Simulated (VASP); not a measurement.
# Ta2Ti6H (a cell with a defect): single point with PBEsol+D3(BJ)

Crystal: Ta2Ti6H (a cell with a defect).

```
CELL_PARAMETERS angstrom
8.26611 0.00000 0.00000
0.00000 4.13305 0.00000
0.00000 0.00000 4.13305
ATOMIC_POSITIONS crystal
Ti 0.00000 0.50000 0.50000
Ti 0.25000 0.00000 0.50000
Ti 0.25000 0.50000 0.00000
Ti 0.50000 0.50000 0.50000
Ti 0.75000 0.00000 0.50000
Ti 0.75000 0.50000 0.00000
Ta 0.00000 0.00000 0.00000
Ta 0.50000 0.00000 0.00000
H 0.80772 0.61651 0.38283
```

```
Program             : VASP 6.6.1
Task                : single point
Functional          : PBEsol
Dispersion          : D3(BJ)
Potentials or basis : VASP PAW PBE potentials, release 64 (Ti_sv, Ta_pv, H)
Cutoff              : 520 eV
k mesh              : 2 × 3 × 3
Occupations         : fermi-dirac, width 0.1 eV
Spin                : no spin polarisation
```

* Pressure: -7.8 GPa
* Largest force: 1.093 eV/Å
* Band gap on the k mesh: none (metal or under the smearing width)
* Dispersion energy per atom: -0.573 eV

Forces in eV/Å, atoms in the order of the input:
```
Ti   0.994 -0.321  0.322
Ti  -0.042  0.031  0.091
Ti  -0.042 -0.091 -0.031
Ti  -0.298 -0.049  0.049
Ti  -0.265  0.677  0.208
Ti  -0.273 -0.216 -0.700
Ta   0.305  0.286 -0.287
Ta  -0.013  0.051 -0.051
H   -0.366 -0.367  0.398
```

Stress tensor (GPa, compression positive):
```
-8.08 -0.40  0.42
-0.40 -7.70  0.60
 0.42  0.60 -7.66
```

Levels at points of the mesh, in eV from the Fermi level:
```csv
k point,band 46,band 47,band 48,band 49,band 50,band 51
"(0.00, 0.00, 0.00)",-0.43,-0.37,0.63,0.76,0.77,0.90
"(0.50, 0.00, 0.00)",0.28,0.52,1.02,1.10,1.13,1.14
```

Wall time 4.2 min on 1 thread of Intel(R) Xeon(R) Platinum 8488C (Sapphire Rapids) (shared host), peak memory 0.29 GiB.

Caveat: the k mesh is coarse (spacing up to 0.51 Å⁻¹), so the values aren't converged; the PAW data sets were made with another functional, which shifts forces and pressure a little. The run has no spin-orbit coupling, so splittings on Ta are missing.
